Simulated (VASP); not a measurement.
Given:

```
CELL_PARAMETERS angstrom
      0.00000     1.81585     1.81585
      1.81585     0.00000     1.81585
      1.81585     1.81585     0.00000
ATOMIC_POSITIONS crystal
  Cu 0.00000 0.00000 0.00000
```

Method: PBE GGA, VASP's PBE PAW potentials (set 64) (plane waves; VASP). Numerical set-up: 520 eV cut-off, 19×19×19 Γ-centred mesh, tetrahedra with Blöchl corrections, potentials Cu.

Task: Estimate the energy per atom (σ→0), band gap (on the k-mesh) with the smallest direct gap where there is one.

Result: 
```yaml
band gap (on the k-mesh): none (metal, semimetal or under 0.01 eV)
energy per atom (σ→0): -3.727 eV/atom
```

The absolute energy has meaning only against runs of the same code, potentials and settings.

The compound is Cu in the fcc structure. It was relaxed first.
